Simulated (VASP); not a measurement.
OSZICAR of a VASP run on LaSi3Ir (space group I4mm):

**OSZICAR**
```
       N       E                     dE             d eps       ncg     rms          rms(c)
DAV:   1     0.189604639704E+03    0.18960E+03   -0.85032E+03  3016   0.127E+03
DAV:   2     0.748793499562E+01   -0.18212E+03   -0.17160E+03  3688   0.279E+02
DAV:   3    -0.351648563867E+02   -0.42653E+02   -0.41091E+02  4360   0.116E+02
DAV:   4    -0.389766396792E+02   -0.38118E+01   -0.36045E+01  5576   0.364E+01
DAV:   5    -0.392473172380E+02   -0.27068E+00   -0.25681E+00  4640   0.892E+00    0.149E+01
DAV:   6    -0.386890983563E+02    0.55822E+00   -0.13247E+01  5240   0.295E+01    0.459E+00
DAV:   7    -0.382523929193E+02    0.43671E+00   -0.43156E+00  5168   0.191E+01    0.408E+00
DAV:   8    -0.381853028366E+02    0.67090E-01   -0.35993E-01  4488   0.456E+00    0.834E-01
DAV:   9    -0.381749399001E+02    0.10363E-01   -0.13104E-01  5320   0.313E+00    0.400E-01
DAV:  10    -0.381731565780E+02    0.17833E-02   -0.10795E-02  4344   0.939E-01    0.997E-02
DAV:  11    -0.381732190967E+02   -0.62519E-04   -0.12804E-03  5128   0.275E-01    0.613E-02
DAV:  12    -0.381732209456E+02   -0.18490E-05   -0.64693E-05  4896   0.600E-02    0.178E-02
DAV:  13    -0.381732197021E+02    0.12436E-05   -0.11354E-05  4824   0.286E-02    0.706E-03
DAV:  14    -0.381732197095E+02   -0.74788E-08   -0.73408E-07  2416   0.886E-03
   1 F= -.38173220E+02 E0= -.38169574E+02  d E =-.729053E-02
```

**Question.** Which electronic solver shows in the log?

**Answer.** It is blocked Davidson (ALGO = Normal, or the opening steps of other solvers). The INCAR had ALGO = Normal.

**Question.** Can the final energy be trusted as converged?

**Answer.** The run converged. It stopped with EDIFF = 1E-6, NELM = 100 (LDA (Ceperley-Alder, Perdew-Zunger), plane waves, VASP's LDA PAW potentials (set 64)).

The structure comes from a computed database's LaSi3Ir entry (I4mm); how it stands against other phases isn't given here. The cell was not relaxed at this level. The run is one of a series of settings (GGA removed, POTCAR La Si Ir (LDA.64 set) against the base run), some of them coarse on purpose.
